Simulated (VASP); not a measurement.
These are LDA (Ceperley-Alder, Perdew-Zunger), VASP's LDA PAW potentials (set 64) (plane waves; VASP) values and carry that method's errors.

A VASP calculation is set up with these files.

**KPOINTS**
```
Automatic mesh
0
Gamma
7 7 7
0 0 0
```

File POSCAR:
```
Sr
1
   -0.0000000000     2.8998528727     2.8998528727
    2.8998528727     0.0000000000     2.8998528727
    2.8998528727     2.8998528727     0.0000000000
Sr
1
Direct
  0.0000000000   0.0000000000   0.0000000000
```

INCAR:
```
ALGO = Normal
EDIFF = 1E-6
EDIFFG = -0.01
ENCUT = 400
IBRION = 2
ISIF = 3
ISMEAR = 0
LASPH = .True.
LCHARG = .False.
LMAXMIX = 4
LREAL = .False.
LWAVE = .False.
NELM = 100
NSW = 60
PREC = Accurate
SIGMA = 0.05
SYSTEM = Sr
```

POTCAR, in this order: Sr_sv (LDA.64 set). Program: vasp_std.

Output

File OSZICAR:
```
       N       E                     dE             d eps       ncg     rms          rms(c)
DAV:   1     0.334775921680E+02    0.33478E+02   -0.43329E+03   368   0.804E+02
DAV:   2    -0.395320929881E+00   -0.33873E+02   -0.33428E+02   401   0.154E+02
DAV:   3    -0.185372606484E+01   -0.14584E+01   -0.14499E+01   473   0.261E+01
DAV:   4    -0.190680185884E+01   -0.53076E-01   -0.53033E-01   536   0.536E+00
DAV:   5    -0.190845400906E+01   -0.16522E-02   -0.16516E-02   517   0.526E-01    0.119E+01
DAV:   6    -0.190293831038E+01    0.55157E-02   -0.54152E-03   428   0.103E+00    0.678E+00
DAV:   7    -0.189926702590E+01    0.36713E-02   -0.10367E-02   524   0.129E+00    0.243E-01
DAV:   8    -0.189923467638E+01    0.32350E-04   -0.10246E-03   495   0.201E-01    0.751E-02
DAV:   9    -0.189925408574E+01   -0.19409E-04   -0.40909E-05   531   0.535E-02    0.410E-02
DAV:  10    -0.189925531096E+01   -0.12252E-05   -0.57975E-06   500   0.187E-02    0.333E-03
DAV:  11    -0.189925546497E+01   -0.15401E-06   -0.12881E-07   212   0.297E-03
   1 F= -.18992555E+01 E0= -.18985442E+01  d E =-.189926E+01
       N       E                     dE             d eps       ncg     rms          rms(c)
DAV:   1    -0.190288902362E+01   -0.36337E-02   -0.87945E-02   398   0.260E+00    0.492E-01
DAV:   2    -0.190021517963E+01    0.26738E-02   -0.77767E-03   407   0.897E-01    0.183E-01
DAV:   3    -0.189934579228E+01    0.86939E-03   -0.31911E-03   555   0.379E-01    0.143E-01
DAV:   4    -0.189943489605E+01   -0.89104E-04   -0.12238E-04   619   0.723E-02    0.725E-02
DAV:   5    -0.189949777332E+01   -0.62877E-04   -0.28642E-04   486   0.987E-02    0.120E-02
DAV:   6    -0.189949686731E+01    0.90601E-06   -0.22479E-06   346   0.132E-02
   2 F= -.18994969E+01 E0= -.18988454E+01  d E =-.241402E-03
       N       E                     dE             d eps       ncg     rms          rms(c)
DAV:   1    -0.189980867082E+01   -0.31090E-03   -0.71952E-03   422   0.735E-01    0.144E-01
DAV:   2    -0.189958247336E+01    0.22620E-03   -0.60666E-04   430   0.244E-01    0.517E-02
DAV:   3    -0.189951380761E+01    0.68666E-04   -0.25751E-04   546   0.107E-01    0.422E-02
DAV:   4    -0.189952120773E+01   -0.74001E-05   -0.10027E-05   610   0.204E-02    0.208E-02
DAV:   5    -0.189952605052E+01   -0.48428E-05   -0.21789E-05   518   0.275E-02    0.338E-03
DAV:   6    -0.189952597284E+01    0.77685E-07   -0.12863E-07   204   0.346E-03
   3 F= -.18995260E+01 E0= -.18988917E+01  d E =-.270508E-03
```

File OUTCAR:
```
------------------------ aborting loop because EDIFF is reached ----------------------------------------
  FORCE on cell =-STRESS in cart. coord.  units (eV):
  Direction    XX          YY          ZZ          XY          YZ          ZX
  --------------------------------------------------------------------------------------
  Total       -0.0093850     -0.0093850     -0.0093850     -0.0000000      0.0000000      0.0000000
  in kB       -0.3111192     -0.3111192     -0.3111192     -0.0000000      0.0000000      0.0000000
  external PRESSURE =      -0.3111192 kB  Pullay stress =       0.0000000 kB
  volume of cell :       48.33
      direct lattice vectors                 reciprocal lattice vectors
     0.000000000  2.891095136  2.891095136    -0.172944845  0.172944845  0.172944845
     2.891095136 -0.000000000  2.891095136     0.172944845 -0.172944845  0.172944845
     2.891095136  2.891095136  0.000000000     0.172944845  0.172944845 -0.172944845
 POSITION                                       TOTAL-FORCE (eV/Angst)
 -----------------------------------------------------------------------------------
      0.00000      0.00000      0.00000         0.000000      0.000000      0.000000
 -----------------------------------------------------------------------------------
    total drift:                               -0.000000     -0.000000     -0.000000
  FREE ENERGIE OF THE ION-ELECTRON SYSTEM (eV)
  ---------------------------------------------------
  free  energy   TOTEN  =        -1.8995259728 eV

  energy  without entropy=       -1.8982573555  energy(sigma->0) =       -1.89889166

 reached required accuracy - stopping structural energy minimisation
```
(Selected blocks of OUTCAR.)

### CONTCAR
```
Sr
   1.00000000000000
     0.0000000000000000    2.8910951363487829    2.8910951363487829
     2.8910951363487829   -0.0000000000000000    2.8910951363487829
     2.8910951363487829    2.8910951363487829    0.0000000000000000
  Sr
     1
Direct
     0.0000000000000000    0.0000000000000000    0.0000000000000000
```

The compound is Sr in the fcc structure. This run relaxes it. Symmetry was kept, so distortions that lower it aren't found. The start is the result of an earlier pass.
